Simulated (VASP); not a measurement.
Runs of VASP 6.6.1 on LuBe. The structure is cubic, space group Pm-3m (No. 221). Conventional cell: a = 3.320 Å, b = 3.320 Å, c = 3.320 Å, α = 90.00°, β = 90.00°, γ = 90.00°. Lu (site symmetry m-3m) has 8 Be at 2.88 Å as nearest neighbours. Around Be (site symmetry m-3m) lie 8 Lu at 2.88 Å. The cell was built by a generator and needn't be a form met in nature.

| task | level | potentials or basis | cell | k mesh | cutoff (eV) | smearing | monkhorst-Pack mesh | other keys | gap on the mesh (eV) | pressure (GPa) |
| --- | --- | --- | --- | --- | --- | --- | --- | --- | --- | --- |
| single point | PBEsol | VASP PAW PBE potentials, release 64 (Lu_3, Be), 4f in core | as given | 10 × 10 × 10 | 520 | methfessel-paxton 0.1 eV | yes | IMIX = 1; AMIX = 0.2; k = 10 × 10 × 10; shifted = yes | - | (a) |
| single point | PBE | VASP PAW PBE potentials, release 64 (Lu, Be) | as given | 8 × 8 × 8 | 520 | fermi-dirac 0.05 eV | - | - | none | 0.3 |
| relaxation of the atoms | PBEsol | VASP PAW PBE potentials, release 64 (Lu, Be) | atoms relaxed | 8 × 8 × 8 | 520 | methfessel-paxton 0.1 eV | - | - | none | -2.1 |
| relaxation of cell and atoms | PBE | VASP PAW PBE potentials, release 64 (Lu, Be) | relaxed | 8 × 8 × 8 | 600 | methfessel-paxton 0.1 eV | - | - | none | 0.0 |
| relaxation of the atoms | PBE+D3(BJ) | VASP PAW PBE potentials, release 64 (Lu_3, Be_sv), 4f in core | atoms relaxed | 8 × 8 × 8 | 600 | fermi-dirac 0.02 eV | - | LREAL = Auto; EDIFFG = 1e-05 | none | -2.2 |

Alike in all rows: no spin polarisation.

Question: Estimate the missing entries.

Answer: (a) -1.8.

Caveats: the PAW data sets were made with another functional, which shifts forces and pressure a little (some runs); the relaxation stopped at its first step, so nothing moved (some runs); pairwise dispersion overbinds metals, which lowers pressure and volume (some runs).

A k mesh can miss the band edges, and the runs leave out spin-orbit coupling on Lu.

A gap of «none» marks a metal or a gap under the smearing width.

The runs don't all hold the same shells in valence.
